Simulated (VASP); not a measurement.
Data:

```
WSi2
1.0
   -1.61540     1.63418     3.96506
    1.61540    -1.63418     3.96506
    1.61540     1.63418    -3.96506
Si W
2 1
Direct
  0.66500   0.66500   0.00000
  0.33500   0.33500   0.00000
  0.00000   0.01659   0.01659
```

Calculation: PBE GGA + U (Dudarev), VASP's PBE PAW potentials (set 64) (plane waves; VASP). Settings: 400 eV cut-off, 12×12×12 Γ-centred mesh, first-order Methfessel-Paxton smearing of 0.10 eV, potentials Si W_sv, U − J: W 5.00 eV.

Problem. Which forces act on the atoms, in eV/Å?

Solution. 
| atom | Fx | Fy | Fz |
|---|---|---|---|
| Si1 | 0.264 | 0.000 | -0.031 |
| Si2 | 0.264 | 0.000 | 0.031 |
| W3 | -0.528 | 0.000 | 0.000 |

Problem. Give the stress tensor in GPa (positive for a compressed cell).

Solution. 
```
 2.62   0.00   0.00
 0.00  -0.40   0.00
 0.00   0.00  -0.70
```
The pressure is its mean diagonal, 0.50 GPa.

The compound is WSi2 in the MoSi2 type structure. The cell was not relaxed at this level. The run is one of a series of settings (LDAU = .TRUE., LDAUJ = 0 0, LDAUL = -1 2, LDAUTYPE = 2, LDAUU = 0 5.0 against the base run), some of them coarse on purpose.
